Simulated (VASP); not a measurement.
# What goes wrong when the modes of MnSi (Brownleeite) are computed with a bad input, part 3 of 3

Some phonon runs on MnSi (Brownleeite) get a fault in the input on purpose. Which of them show, and how? The starting structure is a measured crystal structure from the Crystallography Open Database.

VASP 6.6.1.

Results so far: reference T (5) 415.7 cm⁻¹.

## 4. Modes with a cutoff far too low

Level of this step: LDA, DFT+U (Mn d 3.9 eV), spin-polarised from a ferromagnetic start; plane waves and PAW (Mn_pv, Si) (VASP).

A slip made on purpose: a cutoff far too low. Against step 2 the input has ENCUT = 150 (also changed: NELM).

File INCAR:

```
SYSTEM = MnSi
PREC = Accurate
ENCUT = 150
EDIFF = 1E-08
NELM = 60
ISMEAR = 0
SIGMA = 0.05
LREAL = .FALSE.
ALGO = Normal
GGA = CA
NBANDS = 56
ISPIN = 2
MAGMOM = 4 4 4 4 0 0 0 0
LDAU = .TRUE.
LDAUTYPE = 2
LDAUL = 2 -1
LDAUU = 3.9 0
LDAUJ = 0 0
LDAUPRINT = 1
LASPH = .TRUE.
LMAXMIX = 4
LORBIT = 11
LWAVE = .FALSE.
LCHARG = .FALSE.
KPAR = 8
IBRION = 6
NFREE = 2
POTIM = 0.015
NSW = 1
ISIF = 2
```

File POSCAR:

```
MnSi
1.0
    4.6076859470      0.0000000000      0.0000000000
    0.0000000000      4.6076859470      0.0000000000
    0.0000000000      0.0000000000      4.6076859470
Mn Si
4 4
Direct
    0.8588739493      0.6411260507      0.3588739493
    0.6411260507      0.3588739493      0.8588739493
    0.3588739493      0.8588739493      0.6411260507
    0.1411260507      0.1411260507      0.1411260507
    0.1552395211      0.3447604789      0.6552395211
    0.3447604789      0.6552395211      0.1552395211
    0.6552395211      0.1552395211      0.3447604789
    0.8447604789      0.8447604789      0.8447604789
```

File KPOINTS:

```
Automatic mesh
0
Gamma
6 6 6
0 0 0
```

The projector-augmented-wave data sets are Mn_pv and Si (LDA family, release 64).

Command:

```sh
> mpirun -np 8 vasp_std
```

Log:

```text
[banner, memory and clock lines left out]
running    8 mpi-ranks, on    1 nodes
[...]
[... a notice as in an earlier step ...]

 LDA part: xc-table for (Slater(with rela. corr.)+CA(PZ))
 , standard interpolation
 POSCAR, INCAR and KPOINTS ok, starting setup
[...]
entering main loop
       N       E                     dE             d eps       ncg     rms          rms(c)
DAV:   1     0.328810910962E+03    0.32881E+03   -0.18650E+04  6192   0.537E+02
DAV:   2    -0.179487502276E+02   -0.34676E+03   -0.32523E+03  5800   0.209E+02
DAV:   3    -0.317325761297E+02   -0.13784E+02   -0.13560E+02  6248   0.422E+01
DAV:   4    -0.318253315560E+02   -0.92755E-01   -0.92684E-01  5840   0.311E+00
[...]
DAV:  20    -0.815936844744E+01   -0.62273E-07   -0.63437E-08  4712   0.930E-04    0.792E-04
DAV:  21    -0.815936846730E+01   -0.19851E-07   -0.21275E-08  2968   0.432E-04    0.444E-04
DAV:  22    -0.815936847637E+01   -0.90786E-08   -0.23713E-08  2992   0.399E-04
   1 F= -.81593685E+01 E0= -.81547997E+01  d E =-.913754E-02  mag=    10.2318
[... from here on, the cycles between the ionic steps are left out ...]
   2 F= -.81577524E+01 E0= -.81532236E+01  d E =-.905767E-02  mag=    10.2191
   3 F= -.81599455E+01 E0= -.81554902E+01  d E =-.891061E-02  mag=    10.2393
   4 F= -.81592329E+01 E0= -.81547263E+01  d E =-.901323E-02  mag=    10.2271
   5 F= -.81579686E+01 E0= -.81534121E+01  d E =-.911299E-02  mag=    10.2352
 Finite differences progress:
  Degree of freedom:   2/  2
  Displacement:        2/  2
  Total:               4/  4
```

It took 2 min on 8 MPI ranks of AMD EPYC 7R43, shared host; peak memory 2.6 GiB; 16 min of CPU time.

Parts of OUTCAR (step 4):

```text
  Total     -375.4577248   -375.5174264   -375.4674959     -0.0037027     -0.0443805     -0.0278560
  in kB    -6149.2622472  -6150.2400424  -6149.4222797     -0.0606435     -0.7268657     -0.4562268
  external PRESSURE =   -6149.6415231 kB  Pullay stress =       0.0000000 kB

 POSITION                                       TOTAL-FORCE (eV/Angst)
 -----------------------------------------------------------------------------------
      3.95742      2.95411      1.65358        -0.095939      0.090424     -0.099172
      2.95411      1.65358      3.95742         0.013809     -0.072826     -0.073510
      1.65358      3.95742      2.95411        -0.089625     -0.056099      0.078079
      0.65026      0.65026      0.65026         0.087650      0.079492      0.066244
      0.70029      1.58855      3.01914         0.144387     -0.076635      0.075258
      1.58855      3.01914      0.71529        -0.044329      0.041384      0.039532
      3.01914      0.71529      1.58855         0.034664      0.039484     -0.045575
      3.89239      3.89239      3.89239        -0.050616     -0.045224     -0.040856
 -----------------------------------------------------------------------------------
    total drift:                               -0.000105     -0.000023     -0.000018

  FREE ENERGIE OF THE ION-ELECTRON SYSTEM (eV)
  ---------------------------------------------------
  free  energy   TOTEN  =        -8.1579686375 eV

  energy  without entropy=       -8.1488556471  energy(sigma->0) =       -8.15341214

 magnetization (x)
# of ion       s       p       d       tot
------------------------------------------
    1        0.000  -0.008   2.979   2.971
    2        0.000  -0.008   2.979   2.971
    3        0.000  -0.008   2.979   2.971
    4        0.000  -0.008   2.979   2.971
    5       -0.044  -0.136   0.000  -0.180
    6       -0.044  -0.136   0.000  -0.180
    7       -0.044  -0.136   0.000  -0.180
    8       -0.044  -0.136   0.000  -0.180
--------------------------------------------------
tot         -0.176  -0.576  11.915  11.164

[... 1 part as in an earlier step ...]

[... 2 further parts left out ...]
[key lines of the parts left out:]
E-fermi :  10.0737
```

With a cutoff far too low the modes are at the top T (5) 378.7, A (2) 335.4 cm⁻¹, at the bottom T (1) -41.7, E (1) -45.0 cm⁻¹, with 5 more of the listed ones between; T (1), real with the reference, turns imaginary. Imaginary, given as negative numbers: T (1) and E (1).

## 5. Modes with one-sided displacements

A slip made on purpose: one-sided displacements. Against step 2 the input has NFREE = 1 (also changed: NELM).

Edit INCAR of step 4 so:

```diff
@@ -2,3 +2,3 @@
 PREC = Accurate
-ENCUT = 150
+ENCUT = 450
 EDIFF = 1E-08
@@ -26,3 +26,3 @@
 IBRION = 6
-NFREE = 2
+NFREE = 1
 POTIM = 0.015
```

POSCAR is that of step 4.

KPOINTS is that of step 4.

Command:

```sh
> mpirun -np 8 vasp_std
```

Log:

```text
[... set-up lines as in an earlier step ...]
 entering main loop
       N       E                     dE             d eps       ncg     rms          rms(c)
[... 19 cycles as in an earlier step ...]
   1 F= -.52396494E+02 E0= -.52394141E+02  d E =-.470753E-02  mag=    10.3070
 Found     2 degrees of freedom:
 Finite differences POTIM= 0.01500 DOF=   2
[...]
N       E                     dE             d eps       ncg     rms          rms(c)
[... 12 cycles as in an earlier step ...]
   2 F= -.52395351E+02 E0= -.52393007E+02  d E =-.468760E-02  mag=    10.3013
 Finite differences progress:
  Degree of freedom:   1/  2
  Displacement:        1/  1
  Total:               1/  2
[...]
N       E                     dE             d eps       ncg     rms          rms(c)
DAV:   1    -0.523646064250E+02    0.30744E-01   -0.11341E+00 34320   0.204E+01    0.712E-01
DAV:   2    -0.523948372392E+02   -0.30231E-01   -0.27481E-01 26000   0.292E+00    0.420E-01
DAV:   3    -0.523959992562E+02   -0.11620E-02   -0.12114E-02 30312   0.137E+00    0.312E-01
DAV:   4    -0.523955122677E+02    0.48699E-03   -0.19609E-03 29056   0.668E-01    0.659E-02
[...]
DAV:  11    -0.523955006919E+02   -0.30364E-07   -0.30367E-08 20216   0.162E-03    0.754E-04
DAV:  12    -0.523955007028E+02   -0.10930E-07   -0.21975E-08 18560   0.217E-03    0.718E-04
DAV:  13    -0.523955007062E+02   -0.34306E-08   -0.11888E-08 15312   0.156E-03
   3 F= -.52395501E+02 E0= -.52393123E+02  d E =-.475570E-02  mag=    10.3056
 Finite differences progress:
  Degree of freedom:   2/  2
  Displacement:        1/  1
  Total:               2/  2
```

Wall time 3.5 min (8 MPI ranks); peak memory 8.6 GiB.

OUTCAR, selected parts (step 5):

```text
  Total        0.0040477      0.0061485     -0.0105964      0.0253127      0.0307635      0.0386532
  in kB        0.0662931      0.1007000     -0.1735487      0.4145728      0.5038454      0.6330642
  external PRESSURE =      -0.0021852 kB  Pullay stress =       0.0000000 kB

 POSITION                                       TOTAL-FORCE (eV/Angst)
 -----------------------------------------------------------------------------------
      3.95742      2.95411      1.65358         0.020689     -0.022126      0.024652
      2.95411      1.65358      3.95742         0.077713     -0.000585      0.007525
      1.65358      3.95742      2.95411         0.016188     -0.014775      0.001828
      0.65026      0.65026      0.65026        -0.004496     -0.004537      0.005029
      0.73029      1.58855      3.01914        -0.132678      0.037673     -0.038711
      1.58855      3.01914      0.71529        -0.000353      0.002347      0.000999
      3.01914      0.71529      1.58855         0.013280      0.000920      0.001008
      3.89239      3.89239      3.89239         0.009657      0.001082     -0.002331
 -----------------------------------------------------------------------------------
    total drift:                               -0.000064      0.000010      0.000016

  FREE ENERGIE OF THE ION-ELECTRON SYSTEM (eV)
  ---------------------------------------------------
  free  energy   TOTEN  =       -52.3955007062 eV

  energy  without entropy=      -52.3907450048  energy(sigma->0) =      -52.39312286

 magnetization (x)
# of ion       s       p       d       tot
------------------------------------------
    1       -0.006  -0.009   2.928   2.912
    2       -0.006  -0.009   2.928   2.912
    3       -0.006  -0.009   2.928   2.912
    4       -0.006  -0.009   2.928   2.912
    5       -0.045  -0.134   0.000  -0.179
    6       -0.045  -0.134   0.000  -0.179
    7       -0.045  -0.134   0.000  -0.179
    8       -0.045  -0.134   0.000  -0.179
--------------------------------------------------
tot         -0.203  -0.574  11.711  10.935

[... 2 parts as in an earlier step ...]

[... 1 further part left out ...]
[key lines of the parts left out:]
E-fermi :  10.6903
```

With one-sided displacements the modes are at the top T (5) 416.2, A (2) 359.5 cm⁻¹, at the bottom T (1) 171.3, E (1) 149.9 cm⁻¹, with 5 more of the listed ones between; the largest shift is +0.8 cm⁻¹, in T (3), from the reference.

## 6. Modes with a k mesh far too coarse

A slip made on purpose: a k mesh far too coarse. Against step 2 the input has a 1×1×1 mesh (also changed: NELM and KPAR).

Edit INCAR of step 5 so:

```diff
@@ -24,5 +24,4 @@
 LCHARG = .FALSE.
-KPAR = 8
 IBRION = 6
-NFREE = 1
+NFREE = 2
 POTIM = 0.015
```

POSCAR is that of step 5.

File KPOINTS:

```
Automatic mesh
0
Gamma
1 1 1
0 0 0
```

Command:

```sh
> mpirun -np 8 vasp_std
```

Log:

```text
[banner, memory and clock lines left out]
running    8 mpi-ranks, on    1 nodes
[...]
[... a notice as in an earlier step ...]

 LDA part: xc-table for (Slater(with rela. corr.)+CA(PZ))
 , standard interpolation
 POSCAR, INCAR and KPOINTS ok, starting setup
[...]
entering main loop
       N       E                     dE             d eps       ncg     rms          rms(c)
DAV:   1     0.758392453838E+03    0.75839E+03   -0.31543E+04   224   0.128E+03
DAV:   2    -0.343687702538E+00   -0.75874E+03   -0.70994E+03   224   0.409E+02
DAV:   3    -0.546861203793E+02   -0.54342E+02   -0.51762E+02   240   0.119E+02
DAV:   4    -0.560393602394E+02   -0.13532E+01   -0.13444E+01   264   0.184E+01
[...]
DAV:  18    -0.506425787623E+02   -0.49899E-07   -0.41197E-08   208   0.121E-03    0.123E-03
DAV:  19    -0.506425787814E+02   -0.19072E-07   -0.20273E-08   184   0.812E-04    0.369E-04
DAV:  20    -0.506425787821E+02   -0.78398E-09   -0.34040E-09   128   0.348E-04
   1 F= -.50642579E+02 E0= -.50623296E+02  d E =-.385656E-01  mag=     6.0000
[... from here on, the cycles between the ionic steps are left out ...]
   2 F= -.50653847E+02 E0= -.50634565E+02  d E =-.385628E-01  mag=     6.0000
   3 F= -.50722329E+02 E0= -.50708253E+02  d E =-.281535E-01  mag=     6.0000
   4 F= -.50727976E+02 E0= -.50713897E+02  d E =-.281580E-01  mag=     6.0000
   5 F= -.50737984E+02 E0= -.50723916E+02  d E =-.281367E-01  mag=     6.0000
 Finite differences progress:
  Degree of freedom:   2/  2
  Displacement:        2/  2
  Total:               4/  4
```

Wall time 29 s (8 MPI ranks); peak memory 0.74 GiB; 3.8 min of CPU time.

OUTCAR, selected parts (step 6):

```text
  Total       -9.9445588     -9.5491925     -8.5289761      0.0221999      0.3163118      0.5150881
  in kB     -162.8723985   -156.3970722   -139.6879249      0.3635908      5.1805683      8.4361351
  external PRESSURE =    -152.9857985 kB  Pullay stress =       0.0000000 kB

 POSITION                                       TOTAL-FORCE (eV/Angst)
 -----------------------------------------------------------------------------------
      3.95742      2.95411      1.65358         0.651575     -0.893196      0.900247
      2.95411      1.65358      3.95742        -0.942457      0.937671      0.822432
      1.65358      3.95742      2.95411         1.006202      0.745848     -0.988439
      0.65026      0.65026      0.65026        -0.822078     -0.817612     -0.837637
      0.70029      1.58855      3.01914        -0.188436      0.244942     -0.136740
      1.58855      3.01914      0.71529         0.163430     -0.196941     -0.316222
      3.01914      0.71529      1.58855        -0.151589     -0.246301      0.147740
      3.89239      3.89239      3.89239         0.283354      0.225587      0.408619
 -----------------------------------------------------------------------------------
    total drift:                               -0.000088     -0.000115      0.000020

  FREE ENERGIE OF THE ION-ELECTRON SYSTEM (eV)
  ---------------------------------------------------
  free  energy   TOTEN  =       -50.7379839055 eV

  energy  without entropy=      -50.7098471652  energy(sigma->0) =      -50.72391554

 magnetization (x)
# of ion       s       p       d       tot
------------------------------------------
    1        0.004  -0.017   1.883   1.871
    2        0.004  -0.017   1.883   1.871
    3        0.004  -0.017   1.883   1.871
    4        0.004  -0.017   1.883   1.871
    5       -0.050  -0.122   0.000  -0.171
    6       -0.050  -0.122   0.000  -0.171
    7       -0.050  -0.122   0.000  -0.171
    8       -0.050  -0.122   0.000  -0.171
--------------------------------------------------
tot         -0.181  -0.553   7.533   6.799

[... 1 part as in an earlier step ...]

[... 2 further parts left out ...]
[key lines of the parts left out:]
E-fermi :   9.7822
```

Three frequencies should lie near zero, those of the translations, and here fewer than three do (the smallest in size are 105.9, 105.9 and 105.9 cm⁻¹), so no mode of this run is used. As printed, the frequencies run from -222.7 to 436.7 cm⁻¹, imaginary ones as negative numbers.

## 7. Modes with spin polarisation switched off

A slip made on purpose: spin polarisation switched off. Against step 2 the input has no ISPIN, no MAGMOM and another starting structure (also changed: NBANDS). The cell comes from a relaxation at this level, not shown (85.94 Å³).

Edit INCAR of step 6 so:

```diff
@@ -4,3 +4,3 @@
 EDIFF = 1E-08
-NELM = 60
+NELM = 100
 ISMEAR = 0
@@ -10,5 +10,3 @@
 GGA = CA
-NBANDS = 56
-ISPIN = 2
-MAGMOM = 4 4 4 4 0 0 0 0
+NBANDS = 42
 LDAU = .TRUE.
@@ -24,2 +22,3 @@
 LCHARG = .FALSE.
+KPAR = 8
 IBRION = 6
```

File POSCAR:

```
MnSi
1.0
    4.4129391492      0.0000000000      0.0000000000
    0.0000000000      4.4129391492      0.0000000000
    0.0000000000      0.0000000000      4.4129391492
Mn Si
4 4
Direct
    0.8629031567      0.6370968433      0.3629031567
    0.6370968433      0.3629031567      0.8629031567
    0.3629031567      0.8629031567      0.6370968433
    0.1370968433      0.1370968433      0.1370968433
    0.1538595273      0.3461404727      0.6538595273
    0.3461404727      0.6538595273      0.1538595273
    0.6538595273      0.1538595273      0.3461404727
    0.8461404727      0.8461404727      0.8461404727
```

File KPOINTS:

```
Automatic mesh
0
Gamma
6 6 6
0 0 0
```

Command:

```sh
> mpirun -np 8 vasp_std
```

Log:

```text
[... set-up lines as in an earlier step ...]
 entering main loop
       N       E                     dE             d eps       ncg     rms          rms(c)
DAV:   1     0.786948278836E+03    0.78695E+03   -0.33705E+04  2040   0.178E+03
DAV:   2     0.875757185014E+01   -0.77819E+03   -0.75537E+03  2016   0.538E+02
DAV:   3    -0.560929820341E+02   -0.64851E+02   -0.62688E+02  2330   0.161E+02
DAV:   4    -0.580128178149E+02   -0.19198E+01   -0.18989E+01  2398   0.276E+01
[...]
DAV:  17    -0.498772169252E+02   -0.13125E-06   -0.44363E-07  2214   0.422E-03    0.160E-03
DAV:  18    -0.498772169530E+02   -0.27863E-07   -0.51953E-08  1728   0.131E-03    0.671E-04
DAV:  19    -0.498772169569E+02   -0.38090E-08   -0.98664E-09  1064   0.612E-04
   1 F= -.49877217E+02 E0= -.49873260E+02  d E =-.791484E-02
[...]
2 F= -.49875333E+02 E0= -.49871368E+02  d E =-.793070E-02
[...]
3 F= -.49875356E+02 E0= -.49871395E+02  d E =-.792168E-02
[...]
4 F= -.49875967E+02 E0= -.49872010E+02  d E =-.791372E-02
[...]
5 F= -.49875972E+02 E0= -.49872009E+02  d E =-.792619E-02
 Finite differences progress:
  Degree of freedom:   2/  2
  Displacement:        2/  2
  Total:               4/  4
```

Elapsed: 3.7 min, on 8 MPI ranks; peak memory 3.9 GiB; 29 min of CPU time.

OUTCAR, selected parts (step 7):

```text
  Total        0.0024469     -0.0772669      0.0421238     -0.0384796     -0.0431256      0.0108284
  in kB        0.0456193     -1.4405241      0.7853346     -0.7173929     -0.8040110      0.2018785
  external PRESSURE =      -0.2031901 kB  Pullay stress =       0.0000000 kB

 POSITION                                       TOTAL-FORCE (eV/Angst)
 -----------------------------------------------------------------------------------
      3.80794      2.81147      1.60147        -0.034210      0.039462     -0.034239
      2.81147      1.60147      3.80794        -0.109586     -0.012970     -0.025775
      1.60147      3.80794      2.81147        -0.014529      0.016025      0.011581
      0.60500      0.60500      0.60500        -0.001197      0.003903     -0.001531
      0.66397      1.52750      2.88544         0.166869     -0.039669      0.038522
      1.52750      2.88544      0.67897        -0.009374     -0.008912      0.015461
      2.88544      0.67897      1.52750        -0.006250      0.016307     -0.012808
      3.73397      3.73397      3.73397         0.008276     -0.014147      0.008789
 -----------------------------------------------------------------------------------
    total drift:                               -0.000013     -0.000015      0.000008

  FREE ENERGIE OF THE ION-ELECTRON SYSTEM (eV)
  ---------------------------------------------------
  free  energy   TOTEN  =       -49.8759724905 eV

  energy  without entropy=      -49.8680462985  energy(sigma->0) =      -49.87200939

[... 3 further parts left out ...]
[key lines of the parts left out:]
E-fermi :  11.8088
```

With spin polarisation switched off the modes are at the top T (5) 463.0, A (2) 432.3 cm⁻¹, at the bottom T (1) 155.6, E (1) 99.2 cm⁻¹, with 5 more of the listed ones between; the largest shift is +90.4 cm⁻¹, in T (2), from the reference.

## 8. The runs compared

```csv
run,ended,T (5),A (2),T (4),T (3),A (1),T (2),T (1),E (1),"imaginary modes, each partner counted",core minutes
reference,converged,415.7,359.4,318.5,280.4,236.5,182.5,171.3,149.9,0,59.1
low precision and real-space projectors,"finished, not usable",-,-,-,-,-,-,-,-,-,36.3
a cutoff far too low,converged,378.7,335.4,264.2,223.6,232.5,85.7,-41.7,-45.0,5,16.0
one-sided displacements,converged,416.2,359.5,318.1,281.2,237.1,182.7,171.3,149.9,0,28.0
a k mesh far too coarse,"finished, not usable",-,-,-,-,-,-,-,-,-,3.87
spin polarisation switched off,converged,463.0,432.3,378.6,354.3,284.0,272.9,155.6,99.2,0,29.5
```

Modes are in cm⁻¹, degenerate ones as one, matched between runs by symmetry and order. A number in brackets counts the listed modes of one symmetry from the lowest. The symmetry labels come from an automatic analysis and can be wrong where levels nearly coincide. Between the highest four and the lowest four, 1 more is left out. Core minutes are wall time times ranks of the run shown, on a shared host.

## 9. Outcome

```
T (5), reference                                 : 415.7 cm⁻¹
E (1), reference                                 : 149.9 cm⁻¹
T (5), a cutoff far too low                      : 378.7 cm⁻¹
E (1), a cutoff far too low                      : -45.0 cm⁻¹
T (5), one-sided displacements                   : 416.2 cm⁻¹
E (1), one-sided displacements                   : 149.9 cm⁻¹
T (5), spin polarisation switched off            : 463.0 cm⁻¹
E (1), spin polarisation switched off            : 99.2 cm⁻¹
run with low precision and real-space projectors : finished, not usable
run with a k mesh far too coarse                 : finished, not usable
```

In words: Finished, but so rough that the translations don't all come out near zero: low precision and real-space projectors and a k mesh far too coarse. Finished, but with signs in the output that stand out against the reference: a cutoff far too low, with T (1) turned imaginary, like 1 more of the compared levels (signs: a pressure of -615.0 GPa on the undisplaced cell, forces of up to 0.13 eV/Å on the undisplaced atoms, a translation at -2 cm⁻¹ instead of zero and imaginary modes); spin polarisation switched off, with modes off by up to +90 cm⁻¹, in T (2) (signs: no moments, where the reference has 10.31 μB a cell and -20.0 GPa at the first ionic step (of the first relaxations, not shown; reference: 3.6 GPa)). Little came of one-sided displacements in this material. Further runs on this material are not shown.

[Lines on the potential files, build, host, timing and source positions are cut from VASP's logs without a mark.]

[Logs are printed without paths, hosts, clocks, repeated set-up lines and the standing remarks that a program may print on its own settings, such as how far it seeks lower states.]

[Hosts, paths, dates, database ids (printed as entryN), source tags and the programs' standing remarks are cut or masked in the printed files.]
